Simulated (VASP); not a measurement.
Given:

```
CELL_PARAMETERS angstrom
      0.00000     2.09858     2.09858
      2.09858     0.00000     2.09858
      2.09858     2.09858     0.00000
ATOMIC_POSITIONS crystal
  Ti 0.00000 0.00000 0.00000
  N  0.50000 0.50000 0.50000
```

All values below come from r2SCAN meta-GGA, VASP's PBE PAW potentials (set 64) (plane waves; VASP 6.6.1). Run with 520 eV cut-off, 15×15×15 Γ-centred mesh, first-order Methfessel-Paxton smearing of 0.10 eV, potentials Ti_sv N.

### Question
Give the stress tensor in GPa (positive for a compressed cell).

### Answer

```
9.43  0.00  0.00
0.00  9.43  0.00
0.00  0.00  9.43
```
The pressure is its mean diagonal, 9.43 GPa.

The compound is TiN in the rock salt structure. This cell is one point of a volume scan, at 0.97 of the reference volume. The electron count is odd and the run is not spin-polarised, which forces a metal.
